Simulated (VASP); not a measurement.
NaTaO2:

```
Na Ta O
1.0
     1.55718    0.89904    5.65317
    -1.55718    0.89904    5.65317
     0.00000   -1.79808    5.65317
Na Ta O
1 1 2
Cartesian
  0.0000 0.0000 8.4798
  0.0000 0.0000 0.0000
  0.0000 0.0000 4.5231
  0.0000 0.0000 12.4364
```

The cell comes from a database or a generator and needn't be the stable form of this composition.

Base run:

```yaml
Program: VASP 6.6.1
Functional: r2SCAN
Potentials_or_basis: VASP PAW PBE potentials, release 64 (Na_pv, Ta_pv, O)
Cutoff: 520 eV
k_mesh: 7 × 7 × 7
Occupations: gaussian, width 0.05 eV
Spin: collinear spin, random start
Starting_moments: "[0.03, 0.0, 0.0, 0.0] μB"
Hubbard_terms: Ta d U = 5 eV
```

Its results: band gap on the k mesh none (metal or under the smearing width); pressure 7.6 GPa; net moment 0.00 μB per cell; largest force 2.574 eV/Å.

Question: The run is repeated on the same cell with these changes: spin from collinear spin, random start to collinear spin, zero start; moments at the start from [0.03, 0.0, 0.0, 0.0] to [0.0, 0.0, 0.0, 0.0]. What comes out?

Answer: Band gap on the k mesh none (metal or under the smearing width); pressure 7.7 GPa; net moment -0.19 μB per cell; site moments Na +0.00; Ta -0.16; O +0.00 μB; largest force 2.613 eV/Å.

Caveats: the PAW data sets were made with another functional, which shifts forces and pressure a little.
